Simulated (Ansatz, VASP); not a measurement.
# Si7H2O13: VASP beside Ansatz

One calculation is typed for both programs; each brings its own data sets. How far apart do they land? The structure shown is the start of the Ansatz relaxation below; VASP solves that cell, so the two are compared at the walk's first step.

Method: plane waves, with VASP 6.6.1 beside it; single point at PBE with D3(BJ), in Ansatz 0.2.0.

### Step 1. The structure

The cell holds 44 atoms: 14 Si, 4 H and 26 O. Its edges and angles: a = 8.659 Å, b = 8.659 Å, c = 8.659 Å, α = 90.0°, β = 90.0°, γ = 90.0°.

### Step 2. Ansatz: relaxation, PBE with D3(BJ)

Ansatz runs on its PAW soft_1 files.

The two programs are compared at the cell with which this relaxation starts, whose forces are those of its first step.

File input.yaml:

```yaml
crystal:
  lattice:
    - [8.6587636619, 0.0, 0.0]
    - [0.0, 8.6587636619, 0.0]
    - [0.0, 0.0, 8.6587636619]
  atoms:
    - { symbol: Si, position: [0.487511, 0.359576, 0.552341] }
    - { symbol: Si, position: [0.969555, 0.990276, 0.801976] }
    - { symbol: Si, position: [0.865867, 0.728042, 0.583664] }
    - { symbol: Si, position: [0.159014, 0.772328, 0.010444] }
    - { symbol: Si, position: [0.48922, 0.628486, 0.024325] }
    - { symbol: Si, position: [0.172443, 0.189503, 0.565744] }
    - { symbol: Si, position: [0.092559, 0.356264, 0.265291] }
    - { symbol: Si, position: [0.713825, 0.484755, 0.804921] }
    - { symbol: Si, position: [0.604292, 0.621064, 0.358615] }
    - { symbol: Si, position: [0.135593, 0.719271, 0.349377] }
    - { symbol: Si, position: [0.596637, 0.127576, 0.278479] }
    - { symbol: Si, position: [0.391291, 0.915294, 0.47225] }
    - { symbol: Si, position: [0.363042, 0.281413, 0.05861] }
    - { symbol: Si, position: [0.851864, 0.22124, 0.058407] }
    - { symbol: H, position: [0.286609, 0.186416, 0.938823] }
    - { symbol: H, position: [0.724761, 0.502794, 0.331875] }
    - { symbol: H, position: [0.445961, 0.896025, 0.633046] }
    - { symbol: H, position: [0.108821, 0.61885, 0.954403] }
    - { symbol: O, position: [0.100379, 0.807396, 0.181613] }
    - { symbol: O, position: [0.895297, 0.085737, 0.94171] }
    - { symbol: O, position: [0.259253, 0.03777, 0.500741] }
    - { symbol: O, position: [0.831657, 0.577638, 0.703702] }
    - { symbol: O, position: [0.420808, 0.442049, 0.01456] }
    - { symbol: O, position: [0.484865, 0.521802, 0.456997] }
    - { symbol: O, position: [0.055227, 0.121605, 0.693517] }
    - { symbol: O, position: [0.31854, 0.303423, 0.604997] }
    - { symbol: O, position: [0.017818, 0.744149, 0.482707] }
    - { symbol: O, position: [0.085253, 0.879689, 0.885493] }
    - { symbol: O, position: [0.075746, 0.271945, 0.427169] }
    - { symbol: O, position: [0.520629, 0.97218, 0.354378] }
    - { symbol: O, position: [0.595844, 0.396186, 0.696326] }
    - { symbol: O, position: [0.563355, 0.645673, 0.191868] }
    - { symbol: O, position: [0.866225, 0.884226, 0.689283] }
    - { symbol: O, position: [0.497382, 0.17454, 0.123587] }
    - { symbol: O, position: [0.984383, 0.307787, 0.140682] }
    - { symbol: O, position: [0.620584, 0.621948, 0.895876] }
    - { symbol: O, position: [0.256969, 0.291246, 0.201975] }
    - { symbol: O, position: [0.764505, 0.348842, 0.937386] }
    - { symbol: O, position: [0.308702, 0.770093, 0.405311] }
    - { symbol: O, position: [0.723155, 0.715453, 0.460198] }
    - { symbol: O, position: [0.562103, 0.247637, 0.417686] }
    - { symbol: O, position: [0.76023, 0.139936, 0.212625] }
    - { symbol: O, position: [0.338468, 0.734335, 0.003752] }
    - { symbol: O, position: [0.126007, 0.542877, 0.294386] }
  symmetry: { detect: false }
kpoints:
  mp_grid: { grid: [2, 2, 2] }
scf:
  occupations: { method: fermi_dirac, width: 0.05 }
hamiltonian:
  xc: pbe
  dispersion: d3bj
  pseudopotentials: { kind: paw, azcp: { folder: soft_1 } }
output:
  forces: true
  stress: true
relax:
  f_tol: 0.04
  max_steps: 150
  escape_saddle: false
  cell: { stress_tol: 0.4, fix: [] }
```

The run is started by

```bash
$ ansatz run input.yaml --threads 4 --pin off --max-ram 16384MiB --backend cpu --events-out ev --progress --plain --runs-dir out
```

Numbers of over 12 decimals in the logs are rounded to 6 here.

Log:

```text
Engine: ansatz 0.2.0, aarch64-unknown-linux-gnu
Pseudopotentials: kind: paw
Pseudopotential: Si, paw, valence charge 4, recommended cutoff 420 eV (normal), soft_1/Si.paw.azcp
Pseudopotential: H, paw, valence charge 1, recommended cutoff 420 eV (normal), soft_1/H.paw.azcp
Pseudopotential: O, paw, valence charge 6, recommended cutoff 420 eV (normal), soft_1/O.paw.azcp
Functional definition: PBE
  parameter kappa = 0.804
  parameter beta = 0.066725
  exchange = pbe_x(kappa = kappa, mu = beta*pi^2/3)
  correlation = pbe_c(beta = beta)
Crystal: 44 atoms, lattice volume = 649.184 Å³
Basis set: ecut = 420 eV, 12797 PW (Γ), exchange–correlation on 120×120×120 points (8 copies of the dense FFT grid, shifted against one another)
Bands: 152, of which v1, the nominal top of the filled ones, is band 108 counted from 1 (107 counted from 0)
Symmetry: 1 space group operations
k-points: 8
Non-local potential: Si, projectors of the file, l = 0: 2, l = 1: 2, l = 2: 1
Non-local potential: H, projectors of the file, l = 0: 2, l = 1: 1
Non-local potential: O, projectors of the file, l = 0: 2, l = 1: 2, l = 2: 1
PAW form: soft (Blöchl's): semilocal exchange-correlation on the pseudo side does not see the compensation charge
PAW one-centre angular grid: Si, 110 points (default); XC on 64 Gauss nodes
PAW one-centre angular grid: H, 110 points (default); XC on 64 Gauss nodes
PAW one-centre angular grid: O, 110 points (default); XC on 64 Gauss nodes
Initial density: superposition of atomic densities (chi_scale 0.1, normalization cell, long waves kept (reshape's long-wave potential 0.22 eV rms))
Initial wavefunctions: pseudopotential atomic-orbital guess
Functional: x = pbe(κ = 0.804, μ = 0.219515), c = pbe(β = 0.066725)
SCF iter   1: F=—  HF=-23785.895711 eV  |F-HF|=—  |Δ(HF+E_count)|=         —  Δρ=1.23e-1  dr2=8.88e1  ethr=3.10e-3  ⟨swp⟩=6.0  Hψ=5500  notcnv=0  defer=203
preconditioner: auto → Resta (q_TF=auto, 2.271 Å⁻¹)  ε∞=2.5  [insulator: Δε(μ)=6.902 eV  Ē_g=17.579 eV  σ=0.050 eV  W_gap=1.00  n_scr=122 (ndim 8)  ℏωp=21.4 eV  f_vac=0.154  D(μ)=0.00/eV (n_scr^D=0)  ε∞_Penn≈2.5]
SCF iter   2: F=—  HF=-23760.840109 eV  |F-HF|=—  |Δ(HF+E_count)|=    2.51e1  Δρ=4.28e-2  dr2=6.90e0  ethr=3.10e-3  ⟨swp⟩=3.9  Hψ=3044  notcnv=0  defer=298
SCF iter   3: F=—  HF=-23759.553448 eV  |F-HF|=—  |Δ(HF+E_count)|=    1.29e0  Δρ=1.91e-2  dr2=1.84e0  ethr=3.10e-3  ⟨swp⟩=3.8  Hψ=1557  notcnv=0  defer=298
SCF iter   4: F=—  HF=-23759.365499 eV  |F-HF|=—  |Δ(HF+E_count)|=   1.88e-1  Δρ=3.28e-3  dr2=5.48e-2  ethr=8.53e-4  ⟨swp⟩=3.9  Hψ=2167  notcnv=0  defer=307
SCF iter   5: F=—  HF=-23759.387303 eV  |F-HF|=—  |Δ(HF+E_count)|=   2.18e-2  Δρ=2.35e-3  dr2=2.73e-2  ethr=2.54e-5  ⟨swp⟩=2.1  Hψ=1819  notcnv=0  defer=307
SCF iter   6: F=—  HF=-23759.385427 eV  |F-HF|=—  |Δ(HF+E_count)|=   1.88e-3  Δρ=3.48e-4  dr2=8.63e-4  ethr=1.26e-5  ⟨swp⟩=2.0  Hψ=1818  notcnv=0  defer=307
SCF iter   7: F=—  HF=-23759.385932 eV  |F-HF|=—  |Δ(HF+E_count)|=   5.05e-4  Δρ=2.08e-4  dr2=2.15e-4  ethr=3.99e-7  ⟨swp⟩=2.0  Hψ=1791  notcnv=0  defer=307
SCF iter   8: F=—  HF=-23759.385916 eV  |F-HF|=—  |Δ(HF+E_count)|=   1.60e-5  Δρ=5.93e-5  dr2=1.97e-5  ethr=9.96e-8  ⟨swp⟩=2.0  Hψ=1773  notcnv=0  defer=307
SCF iter   9: F=—  HF=-23759.385536 eV  |F-HF|=—  |Δ(HF+E_count)|=   3.80e-4  Δρ=1.48e-5  dr2=1.44e-6  ethr=9.10e-9  ⟨swp⟩=2.0  Hψ=2080  notcnv=0  defer=307
SCF iter  10: F=—  HF=-23759.385536 eV  |F-HF|=—  |Δ(HF+E_count)|=   5.35e-7  Δρ=1.16e-5  dr2=6.39e-7  ethr=6.68e-10  ⟨swp⟩=2.0  Hψ=1773  notcnv=0  defer=307
SCF iter  11: F=-23759.385536 eV  HF=-23759.385536 eV  |F-HF|=1.98e-8  |Δ(HF+E_count)|=   7.74e-8  Δρ=1.66e-6  dr2=1.67e-8  ethr=4.63e-11  ⟨swp⟩=3.1  Hψ=4542  notcnv=0
SCF 1 converged in 11 iterations: F = -23759.385536 eV  dr2 = 1.67e-8
  greatest PAW one-centre occupation: 0.872 electrons in one spin orbital (limit 2), on the O atom at site 34 (counted from 0), in its partial waves of l = 0
relax step   1: F+E_penalty+E_count = -23759.38553638 eV  Δ(F+E_penalty+E_count) = +0.000e0 eV  max|allowed force component| = 5.821e0 eV/Å  Δτ_max = 0.0000 Å  P = +5.921 GPa  Ω = 649.184 Å³  (11 SCF iters, dr2 threshold 1.00e-7 eV, accepted)
Crystal: 44 atoms, lattice volume = 656.726 Å³
Basis set: ecut = 420 eV, 12889 PW (Γ), exchange–correlation on 120×120×120 points (8 copies of the dense FFT grid, shifted against one another)
Initial density: handed on by an earlier stage of this run
Initial wavefunctions: those handed on with the density
iter 1 solved again at ethr=3.74e-4 eV; its pass at ethr=3.10e-3 eV (dr2=8.07e-1 eV) is discarded
SCF iter   1: F=—  HF=-23762.577243 eV  |F-HF|=—  |Δ(HF+E_count)|=         —  Δρ=1.19e-2  dr2=8.07e-1  ethr=3.74e-4  ⟨swp⟩=5.2  Hψ=6707  notcnv=0
[...]
SCF iter   3: F=—  HF=-23766.102749 eV  |F-HF|=—  |Δ(HF+E_count)|=   1.90e-4  Δρ=6.54e-6  dr2=1.57e-7  ethr=3.31e-10  ⟨swp⟩=2.0  Hψ=2080  notcnv=0
SCF iter   4: F=-23766.102749 eV  HF=-23766.102749 eV  |F-HF|=3.78e-9  |Δ(HF+E_count)|=   4.48e-7  Δρ=9.45e-7  dr2=3.00e-9  ethr=1.30e-11  ⟨swp⟩=3.0  Hψ=4863  notcnv=0
SCF 27 converged in 4 iterations: F = -23766.102749 eV  dr2 = 3.00e-9
[...]
SCF converged after 4 iterations
Free energy (F): -23766.102749 eV
Harris-Foulkes:  -23766.102749 eV  (|F-HF|=3.78e-9)
Internal energy: -23766.102749 eV  (E = F + TS)
E sigma→0 (E₀):  -23766.102749 eV
Fermi energy:    4.266586 eV
--- Per-component energies (eV) ---
  E_band       = -1198.592675
  E_kinetic    = 5139.925522
  E_local      = -15728.529549  (includes V_loc(G=0)·N_el)
  E_nonlocal   = 1669.178591
  E_hartree    = 6009.951337
  E_xc         = -2703.278222
  E_vxc        = -3110.928366  (∫ρ·V_xc dr)
  E_paw        = -11423.543703  (= ΣΔE_a)
  E_vpaw       = -1188.162338  (= ΣTr[D̂ρ^β])
  E_aug_tail   = 0.017559  (compensation charges beyond the density's cutoff)
  E_ewald      = -6724.568829
  E_disp       = -5.255455  (pairwise vdW)
  E_smearing   = -0.000000  (= −TS)
  E_closure    = -0.000000  (closes the sum)
  Σ components = -23766.102749   (vs F -23766.102749, Δ=0.00e0)
--- Forces (eV/Å), atoms counted from 1 ---
  atom   1  Si     0.00284346     0.00500718    -0.00513264
  atom   2  Si    -0.00710834    -0.00460210     0.00603914
  atom   3  Si     0.00076479    -0.00621531    -0.00082076
  atom   4  Si     0.00741488     0.00499734    -0.00005833
  atom   5  Si    -0.00195685    -0.01108460    -0.00124003
  atom   6  Si    -0.00292241     0.00120481    -0.00220994
  atom   7  Si     0.00105691    -0.00844665    -0.00689776
  atom   8  Si     0.00289580     0.00396782    -0.00106580
  atom   9  Si    -0.00506441     0.00715972    -0.00686755
  atom  10  Si     0.00688242    -0.00488201     0.00415030
  atom  11  Si    -0.00606893    -0.00047557    -0.00534051
  atom  12  Si     0.00191042    -0.00756218     0.00845566
  atom  13  Si     0.00348955     0.00366583    -0.01044474
  atom  14  Si    -0.00487773     0.00097587     0.00117208
  atom  15  H     -0.01002199    -0.00870226     0.00982502
  atom  16  H      0.00435861     0.00148080     0.00013927
  atom  17  H     -0.00509967     0.00779917    -0.01104209
  atom  18  H     -0.00265427    -0.00831423    -0.00615194
  atom  19  O      0.00192945     0.00115802    -0.00122241
  atom  20  O      0.00152081    -0.00181023    -0.00040543
  atom  21  O      0.00017827     0.00319324     0.00636515
  atom  22  O     -0.00015512    -0.00021897     0.00124368
  atom  23  O      0.00683954     0.01109580     0.00153220
  atom  24  O      0.00111554     0.00117701     0.00118616
[...]
atom  37  O     -0.00329322     0.00090078     0.00002600
  atom  38  O      0.00186386     0.00019049     0.00122958
  atom  39  O      0.00092538     0.00010864     0.00029029
  atom  40  O      0.00066772     0.00234228    -0.00133319
  atom  41  O     -0.00071030     0.00238913     0.00051650
  atom  42  O      0.00232162    -0.00010624    -0.00180266
  atom  43  O     -0.00007270     0.00526365     0.00036743
  atom  44  O     -0.00231586     0.00233699     0.00660588
  max |Σ_I F_I| component: 1.86e-5 eV/Å
--- Stress (GPa, compression-positive) ---
        0.018391      -0.008147      -0.002381
       -0.008165      -0.028184       0.010638
       -0.002387       0.010621      -0.040839
  P = ⅓ Tr σ = -0.0169 GPa (-0.169 kbar)
--- Relaxed structure (25 steps of the walk, 24 accepted, 2 SCFs on fresh bases) ---
  F+E_penalty+E_count = -23766.10274934 eV   max|allowed force component| = 1.110e-2 eV/Å   (the final SCF, on the basis selected at the relaxed cell)
  cell:  # Å, volume = 610.3870 Å³
    - [9.187320, -0.422002, -0.036723]
    - [-0.422002, 8.247798, 0.247423]
    - [-0.036723, 0.247423, 8.081700]
  atoms:
    - { symbol: Si, position: [0.514976, 0.358479, 0.517513] }
    - { symbol: Si, position: [1.001401, 1.033356, 0.822417] }
    - { symbol: Si, position: [0.870750, 0.760266, 0.592451] }
    - { symbol: Si, position: [0.185801, 0.770322, 0.00546259] }
    - { symbol: Si, position: [0.489411, 0.655726, 0.026337] }
    - { symbol: Si, position: [0.214521, 0.159887, 0.559014] }
    - { symbol: Si, position: [0.062369, 0.304997, 0.269828] }
    - { symbol: Si, position: [0.689167, 0.486681, 0.806458] }
    - { symbol: Si, position: [0.679270, 0.649034, 0.328450] }
    - { symbol: Si, position: [0.135235, 0.660720, 0.385111] }
    - { symbol: Si, position: [0.523213, 0.106101, 0.253152] }
    - { symbol: Si, position: [0.393232, 0.858419, 0.518579] }
    - { symbol: Si, position: [0.320873, 0.318000, 0.046769] }
    - { symbol: Si, position: [0.798568, 0.217406, 0.058886] }
    - { symbol: H, position: [0.336457, 0.306924, 0.867768] }
    - { symbol: H, position: [0.795107, 0.546310, 0.288150] }
    - { symbol: H, position: [0.500844, 0.822157, 0.646516] }
    - { symbol: H, position: [0.120186, 0.630389, 0.915992] }
    - { symbol: O, position: [0.141452, 0.750213, 0.200647] }
    - { symbol: O, position: [0.891992, 0.119895, 0.936633] }
    - { symbol: O, position: [0.290871, -0.00857712, 0.587324] }
    - { symbol: O, position: [0.821940, 0.592787, 0.705434] }
    - { symbol: O, position: [0.408777, 0.485574, 0.108885] }
    - { symbol: O, position: [0.548082, 0.541720, 0.433427] }
    - { symbol: O, position: [0.099479, 0.173125, 0.708898] }
    - { symbol: O, position: [0.340518, 0.314351, 0.551648] }
    - { symbol: O, position: [0.021269, 0.739149, 0.499710] }
    - { symbol: O, position: [0.117665, 0.935285, 0.932639] }
    - { symbol: O, position: [0.121056, 0.157245, 0.386464] }
    - { symbol: O, position: [0.471614, 0.930470, 0.344708] }
    - { symbol: O, position: [0.604818, 0.349918, 0.692600] }
    - { symbol: O, position: [0.612353, 0.726254, 0.156633] }
    - { symbol: O, position: [0.896479, 0.913639, 0.708572] }
    - { symbol: O, position: [0.382369, 0.164409, 0.150906] }
    - { symbol: O, position: [0.891495, 0.264745, 0.224467] }
    - { symbol: O, position: [0.574699, 0.614192, 0.860028] }
    - { symbol: O, position: [0.149588, 0.324380, 0.093938] }
    - { symbol: O, position: [0.752164, 0.387232, 0.967403] }
    - { symbol: O, position: [0.291899, 0.691789, 0.478109] }
    - { symbol: O, position: [0.747694, 0.791624, 0.448786] }
    - { symbol: O, position: [0.575831, 0.230745, 0.396042] }
    - { symbol: O, position: [0.655124, 0.099627, 0.122037] }
    - { symbol: O, position: [0.365712, 0.782336, -0.016782] }
    - { symbol: O, position: [0.085928, 0.468037, 0.373107] }
```

The column dr2 measures how far the density is from self-consistency, as an energy; F and HF (Harris–Foulkes) agree once it is small.

[end of part 1 of 2]

[Lines on the potential files, build, host, timing and source positions are cut from VASP's logs without a mark.]

[Logs are printed without paths, hosts, clocks, repeated set-up lines and the standing remarks that a program may print on its own settings, such as how far it seeks lower states.]

[Hosts, paths, dates, database ids (printed as entryN), source tags and the programs' standing remarks are cut or masked in the printed files.]
